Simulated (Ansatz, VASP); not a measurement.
# Cross-check of Pd (Pd(100) film of 4 layers) between VASP and Ansatz

Aim: how closely do two programs agree when they are given the same cell, functional and k mesh? The cell is taken from a series of runs on this material, whose earlier steps may have relaxed, scaled, displaced or heated it; both programs get it as it stands.

Main program and level: Ansatz 0.2.0; plane waves, with VASP 6.6.1 beside it; zone-centre phonons at PBE.

### 1. The structure

The cell holds 4 atoms: 4 Pd. Its edges and angles: a = 2.710 Å, b = 2.710 Å, c = 35.470 Å, α = 90.0°, β = 90.0°, γ = 90.0°. It derives from Pd. Vacuum lies along c.

### 2. Ansatz: zone-centre phonons, PBE

Ansatz runs on its default PAW (the set named soft_2) files.

Second derivatives magnify differences that forces hide, and they need a tight electronic threshold.

Contents of input.yaml:

```yaml
crystal:
  lattice:
    - [2.7099735024, 0.0, 0.0]
    - [0.0, 2.7099735024, 0.0]
    - [0.0, 0.0, 35.4699997778]
  atoms:
    - { symbol: Pd, position: [0.0, 0.0, 0.1514958401] }
    - { symbol: Pd, position: [0.5, 0.5, 0.2085052597] }
    - { symbol: Pd, position: [0.0, 0.0, 0.2661211882] }
    - { symbol: Pd, position: [0.5, 0.5, 0.3231306078] }
  periodic: [true, true, false]
kpoints:
  mp_grid: { grid: [9, 9, 1] }
hamiltonian:
  xc: pbe
scf:
  occupations: { method: methfessel_paxton, width: 0.2 }
output:
  eigenvalues: true
phonons:
  method: dfpt
  qmesh: [3, 3, 1]
  temperatures: { t_max: 1000, t_step: 50 }
  qpath:
    path: [[0.0, 0.0, 0.0], [0.0, 0.5, 0.0], [0.5, 0.5, 0.0], [0.0, 0.0, 0.0]]
    npoints: 10
  electrical_resistivity:
    mesh: [12, 12, 1]
    temperatures: [20.0, 50.0, 77.0, 100.0, 150.0, 200.0, 300.0, 400.0, 600.0, 800.0]
```

Command:

```bash
ansatz run input.yaml --threads 4 --pin off --max-ram 16384MiB --backend cpu --events-out ev --progress --plain --runs-dir out
```

Numbers of over 12 decimals in the logs are rounded to 6 here.

The log of the run:

```text
Warning: crystal.symmetry: narrowed to the stabiliser of the run's FFT grids — unitary ops 16 → 8. A phonons.method: dfpt run fills in the rows of the dynamical matrix that it does not solve by its symmetry operations, which is exact only for operations that map its FFT grids onto themselves: filled in by any other, the frequencies could depend on the order in which like atoms are typed, or, by more than the grids' own error, on where the crystal sits among the grids' points. Excluded: 8 operations. The run can therefore solve more perturbations, solve them on more k-points, or both, and cost more. [rest of the remark cut]
Engine: ansatz 0.2.0, aarch64-unknown-linux-gnu
Pseudopotentials: kind: paw
Pseudopotential: Pd, paw, valence charge 18, recommended cutoff 420 eV (normal), Pd.paw.azcp
Functional definition: PBE
  parameter kappa = 0.804
  parameter beta = 0.066725
  exchange = pbe_x(kappa = kappa, mu = beta*pi^2/3)
  correlation = pbe_c(beta = beta)
Crystal: 4 atoms, lattice volume = 260.490 Å³
Basis set: ecut = 420 eV, 5187 PW (Γ), exchange–correlation on 40×40×480 points (8 copies of the dense FFT grid, shifted against one another)
Bands: 44, of which v1, the nominal top of the filled ones, is band 36 counted from 1 (35 counted from 0)
Symmetry: 16 space group operations
k-points: 15 of 81 (irreducible under 8 space group operations)
Non-local potential: Pd, projectors of the file, l = 0: 2, l = 1: 2, l = 2: 2, l = 3: 1
PAW form: soft (Blöchl's): semilocal exchange-correlation on the pseudo side does not see the compensation charge
PAW one-centre angular grid: Pd, 590 points (default); XC on 64 Gauss nodes
Initial density: superposition of atomic densities (neutral atoms: chi_scale 0, normalization atom), corrected by the library's trained network
Initial wavefunctions: pseudopotential atomic-orbital guess
Functional: x = pbe(κ = 0.804, μ = 0.219515), c = pbe(β = 0.066725)
SCF iter   1: F=—  HF=-27889.996782 eV  |F-HF|=—  |Δ(HF+E_count)|=         —  Δρ=7.33e-3  dr2=6.62e-1  ethr=1.77e-3  ⟨swp⟩=20.8  Hψ=5578  notcnv=0
preconditioner: auto → LDOS  [metal: Δε(μ)=0.018 eV  Ē_g=7.019 eV  σ=0.200 eV  W_gap=0.07  n_scr=24 (ndim 8)  ℏωp=14.6 eV  f_vac=0.727  D(μ)=9.81/eV (n_scr^D=80)  β→1.0]
SCF iter   2: F=—  HF=-27889.985115 eV  |F-HF|=—  |Δ(HF+E_count)|=   1.17e-2  S|Δr|=    0.00e0  Δρ=6.02e-3  dr2=1.53e-1  ethr=9.19e-4  ⟨swp⟩=2.3  Hψ=934  notcnv=0  defer=27
SCF iter   3: F=—  HF=-27889.970129 eV  |F-HF|=—  |Δ(HF+E_count)|=   1.50e-2  S|Δr|=    0.00e0  Δρ=2.81e-3  dr2=9.11e-2  ethr=2.12e-4  ⟨swp⟩=2.5  Hψ=1019  notcnv=0  defer=27
SCF iter   4: F=—  HF=-27889.968469 eV  |F-HF|=—  |Δ(HF+E_count)|=   1.66e-3  S|Δr|=    0.00e0  Δρ=8.99e-4  dr2=5.71e-3  ethr=1.27e-4  ⟨swp⟩=1.1  Hψ=634  notcnv=0  defer=27
SCF iter   5: F=—  HF=-27889.969639 eV  |F-HF|=—  |Δ(HF+E_count)|=   1.17e-3  S|Δr|=    0.00e0  Δρ=2.90e-4  dr2=4.32e-4  ethr=7.93e-6  ⟨swp⟩=3.2  Hψ=1201  notcnv=0  defer=27
[...]
k-point 14: bands = [... 32 lower, -4.9479, -4.8302, -4.5918, -4.5529, -1.1727, 0.1012, 0.8072, 2.1746, ... 4 higher]
  ° read free of the cell's end (the report's vacuum.weakly_bound_levels)
--- Phonons (Γ-DFPT): 8 representative perturbations + reference (Σ response iterations 46) ---
  ASR residual: 4.471e-5 → 0.000e0 eV/Å²; symmetrization residual: 5.248e-7 eV/Å²
  The last average, over the group as it would stand without the narrowing to the FFT grids, took up to 1.222e-7 eV/Å² of the zone centre's force constants
  ASR residual per site (eV/Å²): 4.45e-5 1.38e-5 1.38e-5 4.47e-5
  Γ frequencies (cm⁻¹): 0.00 0.00 0.00 47.91 47.91 85.56 99.50 99.50 132.40 132.40 155.64 196.73
--- Phonons (arbitrary-q DFPT): 3 irreducible q on the 3×3×1 mesh ---
  q = [0.0000, 0.0000, 0.0000] (star 1, of the zone-centre solve; hermiticity 1.16e-7, symmetrization 3.12e-12, taken by the last average 1.36e-8): -0.00 -0.00 0.00 47.91 47.91 85.56 99.50 99.50 132.40 132.40 155.64 196.73
  q = [0.0000, 0.3333, 0.0000] (star 4, 12 solved perturbations on 45 of 81 k-point pairs; hermiticity 3.66e-8, symmetrization 6.67e-10, taken by the last average 9.60e-9): 39.24 56.83 74.20 76.18 93.64 103.93 115.86 128.00 162.18 172.78 200.90 205.38
  q = [0.3333, 0.3333, 0.0000] (star 4, 8 solved perturbations in 504 linear systems a pass and spin channel, the states on 81 of 81 k-point pairs; hermiticity 1.44e-8, symmetrization 2.11e-10, taken by the last average 1.08e-8): 79.96 93.07 114.33 126.95 136.12 138.95 146.69 165.53 172.23 187.43 197.32 198.64
  sum rule: each row above includes the acoustic sum rule's correction from the zone centre's row sums; it moved no ω² by more than (0.34 cm⁻¹)²
  mesh force constants: q→R imaginary residual 0.00e0; ASR residual 4.471e-5 → 0.000e0 eV/Å²; symmetrization residual 3.553e-15 eV/Å²
  interpolated dispersion: 31 rows × 12 modes
  density of states and harmonic sums: on the 24×24×1 q-mesh, interpolated from the force constants of a 3×3×1 supercell (no non-analytic term)
  largest difference from the sums on the solved wave vectors: F 7.37e-2 eV, S 1.02e-4 and C_V 2.83e-5 eV/K
[...]
tensors lie in the sheet's plane, the Hall coefficient along its normal; that, the resistivity and the plasma energy are of the whole cell, vacuum included; the cell is 35.470 Å high
  at the Fermi level of each mesh (of a tensor half of its trace):
           mesh   spin    states/(eV spin)  plasma energy (eV)         λ      λ_tr    ħω_log (meV)
        12×12×1                     4.3664              2.9281    0.4460    0.5334           9.115
          6×6×1                     4.1411              2.9989    0.4154    0.5750           9.763
          3×3×1                     6.8190              3.6659    0.7139    1.4462          10.126
  resistivity on the deck's mesh, µΩ·cm:
     T (K)       trace/2  mesh converged            xx            yy            zz    lowest order   relaxation time
     20.00     3.4927e-1              no     3.4927e-1     3.4927e-1      0.0000e0       6.2052e-1         4.0511e-1
     50.00      5.1496e0             yes      5.1496e0      5.1496e0      0.0000e0        6.6102e0          5.1805e0
     77.00      1.2185e1             yes      1.2185e1      1.2185e1      0.0000e0        1.4478e1          1.2026e1
    100.00      1.8432e1             yes      1.8432e1      1.8432e1      0.0000e0        2.1414e1          1.8110e1
    150.00      3.1469e1             yes      3.1469e1      3.1469e1      0.0000e0        3.6106e1          3.0851e1
    200.00      4.3745e1             yes      4.3745e1      4.3745e1      0.0000e0        5.0076e1          4.2880e1
    300.00      6.6254e1             yes      6.6254e1      6.6254e1      0.0000e0        7.5981e1          6.4988e1
    400.00      8.5640e1              no      8.5640e1      8.5640e1      0.0000e0        9.9471e1          8.4147e1
    600.00      1.1370e2              no      1.1370e2      1.1370e2      0.0000e0        1.4065e2          1.1264e2
    800.00      1.2968e2              no      1.2968e2      1.2968e2      0.0000e0        1.7569e2          1.3022e2
  sheet resistance at 20 K: 0.9847 Ω
  mean free path at 20 K (of a tensor half of its trace): 1113 nm by what each carries, 575 by the Fermi surface alone
  sheet resistance at 50 K: 14.52 Ω
  mean free path at 50 K (of a tensor half of its trace): 67.2 nm by what each carries, 39.0 by the Fermi surface alone
  Hall coefficient in a weak field at 50 K (along the normal): -5.394e-10 m³/C (as a tensor it moves by 45.4 % between the two finest meshes); by each state's relaxation time: -5.648e-10 m³/C; by a constant relaxation time: -1.032e-9 m³/C
  sheet resistance at 77 K: 34.35 Ω
  mean free path at 77 K (of a tensor half of its trace): 26.4 nm by what each carries, 16.5 by the Fermi surface alone
  Hall coefficient in a weak field at 77 K (along the normal): -5.170e-10 m³/C (as a tensor it moves by 38.2 % between the two finest meshes); by each state's relaxation time: -5.305e-10 m³/C; by a constant relaxation time: -1.014e-9 m³/C
  sheet resistance at 100 K: 51.96 Ω
  mean free path at 100 K (of a tensor half of its trace): 16.8 nm by what each carries, 10.9 by the Fermi surface alone
  Hall coefficient in a weak field at 100 K (along the normal): -5.043e-10 m³/C (as a tensor it moves by 36.0 % between the two finest meshes); by each state's relaxation time: -5.141e-10 m³/C; by a constant relaxation time: -1.003e-9 m³/C
  sheet resistance at 150 K: 88.72 Ω
  mean free path at 150 K (of a tensor half of its trace): 9.57 nm by what each carries, 6.38 by the Fermi surface alone
  Hall coefficient in a weak field at 150 K (along the normal): -4.830e-10 m³/C (as a tensor it moves by 35.1 % between the two finest meshes); by each state's relaxation time: -4.894e-10 m³/C; by a constant relaxation time: -9.750e-10 m³/C
  sheet resistance at 200 K: 123.3 Ω
  mean free path at 200 K (of a tensor half of its trace): 6.81 nm by what each carries, 4.59 by the Fermi surface alone
  Hall coefficient in a weak field at 200 K (along the normal): -4.624e-10 m³/C (as a tensor it moves by 35.1 % between the two finest meshes); by each state's relaxation time: -4.666e-10 m³/C; by a constant relaxation time: -9.389e-10 m³/C
  sheet resistance at 300 K: 186.8 Ω
  mean free path at 300 K (of a tensor half of its trace): 4.53 nm by what each carries, 3.03 by the Fermi surface alone
  Hall coefficient in a weak field at 300 K (along the normal): -4.280e-10 m³/C (as a tensor it moves by 33.3 % between the two finest meshes); by each state's relaxation time: -4.262e-10 m³/C; by a constant relaxation time: -8.599e-10 m³/C
  sheet resistance at 400 K: 241.4 Ω
  mean free path at 400 K (of a tensor half of its trace): 3.76 nm by what each carries, 2.34 by the Fermi surface alone
  Hall coefficient in a weak field at 400 K (along the normal): -4.241e-10 m³/C (as a tensor it moves by 30.0 % between the two finest meshes); by each state's relaxation time: -4.105e-10 m³/C; by a constant relaxation time: -7.898e-10 m³/C
  sheet resistance at 600 K: 320.6 Ω
  mean free path at 600 K (of a tensor half of its trace): 3.87 nm by what each carries, 1.76 by the Fermi surface alone
  Hall coefficient in a weak field at 600 K (along the normal): -5.441e-10 m³/C (as a tensor it moves by 22.7 % between the two finest meshes); by each state's relaxation time: -4.905e-10 m³/C; by a constant relaxation time: -6.890e-10 m³/C
  sheet resistance at 800 K: 365.6 Ω
  mean free path at 800 K (of a tensor half of its trace): 4.56 nm by what each carries, 1.55 by the Fermi surface alone
  Hall coefficient in a weak field at 800 K (along the normal): -7.088e-10 m³/C (as a tensor it moves by 12.6 % between the two finest meshes); by each state's relaxation time: -6.230e-10 m³/C; by a constant relaxation time: -6.284e-10 m³/C
  the resistivity times a path that all electrons share, by the Fermi surface of the deck's mesh alone (half of the trace): 2.007e-15 Ω·m²
  not converged in the mesh (λ; λ_tr; the resistivity at 20 K by 20.97 %; the resistivity at 400 K by 2.16 %; the resistivity at 600 K by 5.22 %; the resistivity at 800 K by 10.57 %): between neighbouring meshes, the two finest first, λ moves by 6.86 % and 71.85 %, λ_tr by 7.81 % and 151.51 % and the resistivity by up to 20.97 % and 81.68 %; an estimate, no bound, puts it up to 9.2e-7 % above the Boltzmann equation's exact value after up to 9 iterations (at most 30 are made, fewer where the estimate is under 1.0e-6 % of each spin channel's own resistivity)
  vibrations of 9 cells: unjudged by the run; compare a larger repeat
  the changes of the potential over all sites missed a rigid shift's by 0.19 % (the site terms' by 0.01 %)
```

In the SCF lines HF is the Harris–Foulkes energy and dr2 the Hartree energy of the density residual, in eV; the loop may stop once dr2 is under the threshold and the program's other checks hold. Hψ counts applications of the Hamiltonian.

(Continued in part 2 of 2.)

[Lines on the potential files, build, host, timing and source positions are cut from VASP's logs without a mark.]

[Logs are printed without paths, hosts, clocks, repeated set-up lines and the standing remarks that a program may print on its own settings, such as how far it seeks lower states.]

[Hosts, paths, dates, database ids (printed as entryN), source tags and the programs' standing remarks are cut or masked in the printed files.]
